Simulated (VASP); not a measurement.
```
Co
1.0
    1.24514    -2.15665     0.00000
    1.24514     2.15665     0.00000
    0.00000     0.00000     4.02320
Co
2
Cartesian
  1.24514   0.71888   1.00580
  1.24514  -0.71888   3.01740
```
Starting moments (μB, in the order of the record's atoms Co Co): 1.6 1.6.

All values below come from PBE GGA, VASP's PBE PAW potentials (set 64) (plane waves; VASP 6.6.1). Numerical set-up: 530 eV cut-off, 15×15×8 Γ-centred mesh, first-order Methfessel-Paxton smearing of 0.10 eV, potentials Co.

Finite-difference elastic constants of metals are sensitive to mesh and smearing; shear constants can be off by tens of GPa.

Task: Give the elastic stiffness tensor with the ions relaxed (GPa, in the frame of the cell).

Result: 
```json
[
 {"": "xx", "xx": "367", "yy": "166", "zz": "113", "yz": "0.0", "xz": "0.0", "xy": "0.0"},
 {"": "yy", "xx": "166", "yy": "367", "zz": "113", "yz": "0.0", "xz": "0.0", "xy": "0.0"},
 {"": "zz", "xx": "113", "yy": "113", "zz": "399", "yz": "0.0", "xz": "0.0", "xy": "0.0"},
 {"": "yz", "xx": "0.0", "yy": "0.0", "zz": "0.0", "yz": "95.8", "xz": "0.0", "xy": "0.0"},
 {"": "xz", "xx": "0.0", "yy": "0.0", "zz": "0.0", "yz": "0.0", "xz": "95.8", "xy": "0.0"},
 {"": "xy", "xx": "0.0", "yy": "0.0", "zz": "0.0", "yz": "0.0", "xz": "0.0", "xy": "101"}
]
```

Task: Estimate the Hill bulk modulus, Hill shear modulus, Young's modulus, Poisson's ratio.

Result: 
The Hill bulk modulus comes out as 213 GPa, the Hill shear modulus is 1060 kbar and the Young's modulus is 2740 kbar. The Poisson's ratio is 0.286.

Measured: C11 306 GPa (computed value off by +20.1 %), C12 165 GPa (computed value off by +0.9 %), C13 102 GPa (computed value off by +10.7 %), C33 357 GPa (computed value off by +11.8 %), C44 75.0 GPa (computed value off by +27.8 %), as given by Gerd Steinle-Neumann et al., Physical review. B, Condensed matter (1999), arXiv:cond-mat/9904431. The calculation is for a static lattice, while the measured C11, C12, C13, C33, C44 hold thermal and zero-point effects, which are part of the difference.

The compound is Co in the hcp structure. It was relaxed first.
